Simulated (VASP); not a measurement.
Input:

```
CELL_PARAMETERS angstrom
      3.89515     0.00000     0.00000
      0.00000     3.89515     0.00000
      0.00000     0.00000     3.89515
ATOMIC_POSITIONS crystal
  Ti 0.00000 0.00000 0.00000
  Pt 0.00000 0.50000 0.50000
  Pt 0.50000 0.00000 0.50000
  Pt 0.50000 0.50000 0.00000
```

All values below come from PBE GGA with D3 dispersion (zero damping), VASP's PBE PAW potentials (set 64) (plane waves; VASP). Settings: 520 eV cut-off, 7×7×7 Γ-centred mesh, first-order Methfessel-Paxton smearing of 0.10 eV, potentials Ti_sv Pt.

Unless said otherwise, spin-orbit coupling is left out, though it shifts the bands of the heavy elements here.

Question: Predict the energy per atom (σ→0), band gap (on the k-mesh) with the smallest direct gap where there is one.

Answer: 
```json
{
 "band gap (on the k-mesh)": "none (metal, semimetal or under 0.01 eV)",
 "energy per atom (σ→0)": "-8.142 eV/atom"
}
```

The compound is Pt3Ti in the L1_2 structure. It was relaxed first. The start is the result of an earlier pass.
